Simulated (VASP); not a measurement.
```
CELL_PARAMETERS angstrom
      4.31588     0.00000     0.00000
     -2.15794     3.73767     0.00000
      0.00000     0.00000     7.06842
ATOMIC_POSITIONS crystal
  Ti 0.66667 0.33333 0.00000
  Ti 0.33333 0.66667 0.50000
  Se 0.66667 0.33333 0.62520
  Se 0.33333 0.66667 0.12520
```

Calculation: PBE GGA, VASP's PBE PAW potentials (set 64) (plane waves; VASP 6.6.1). Settings: 400 eV cut-off, 6×6×3 Γ-centred mesh, Gaussian smearing of 0.050 eV, potentials Ti_sv Se.

### Question
Give the force on each atom (eV/Å).

### Answer

| atom | Fx | Fy | Fz |
|---|---|---|---|
| Ti1 | 0.000 | 0.000 | -0.255 |
| Ti2 | 0.000 | 0.000 | -0.255 |
| Se3 | 0.000 | 0.000 | 0.255 |
| Se4 | 0.000 | 0.000 | 0.255 |

### Question
Give the stress tensor in GPa (positive for a compressed cell).

### Answer

```
-8.60   0.00   0.00
 0.00  -8.60   0.00
 0.00   0.00  -8.35
```
The pressure is its mean diagonal, -8.51 GPa.

The structure was generated: TiSe was put into the wurtzite type (P6_3mc), which need not be its known phase. The cell was not relaxed at this level.
